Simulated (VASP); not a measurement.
PmHf under changes of volume

One of the cells (26.835 Å³/atom); the others are scaled copies at fixed shape and fractional positions:

```xyz
2
Lattice="3.3520 0.0000 0.0000 -1.6760 2.9029 0.0000 0.0000 0.0000 5.5155" Properties=species:S:1:pos:R:3 pbc="T T T"
Hf    0.0000    1.9353    2.7577
Pm    0.0000    0.0000    0.0000
```

The cell comes from a database or a generator and needn't be the stable form of this composition.

```yaml
Program: VASP 6.6.1
Functional: PBE
Potentials_or_basis: VASP PAW PBE potentials, release 64 (Hf_pv, Pm)
Cutoff: 520 eV
k_mesh: 9 × 9 × 5
Occupations: fermi-dirac, width 0.05 eV
Spin: collinear spin, ferromagnetic start
Starting_moments: "[0.0, 4.0] μB"
```

| volume (Å³/atom) | energy over the lowest point (meV/atom) | pressure (GPa) | moment (μB per cell) |
| --- | --- | --- | --- |
| 25.739 | 0.27 | 0.9 | 5.05 |
| 26.287 | 0.00 | -0.4 | 5.07 |
| 26.835 | 3.52 | -1.4 | 5.10 |
| 27.930 | ? | ? | ? |
| 28.478 | 33.12 | -4.1 | 5.17 |

Problem. What does the run at 27.930 Å³/atom give?

Solution. Energy over the lowest point 20.40 meV/atom; pressure -3.3 GPa; moment 5.15 μB per cell.

Worked out: A Birch-Murnaghan fit of order 2 (a polynomial in V^(-2/3)) to the other rows has its minimum at 26.05 Å³/atom with B0 = V·E''(V) = 55 GPa at fixed shape and positions, which overstates the stiffness. It gives 20.39 meV/atom at 27.930 Å³/atom, against the run's 20.40, and -dE/dV = -3.3 GPa, against -3.3. A straight line through the other rows of the moment, of slope 0.0443 μB per Å³/atom, gives 5.15 μB, against the run's 5.15.

Energies are extrapolated to zero smearing.

Caveats: the magnetic or orbital state may not be the lowest; without U or exact exchange the open f shell lies at the Fermi level, which spoils levels, moments and volumes.
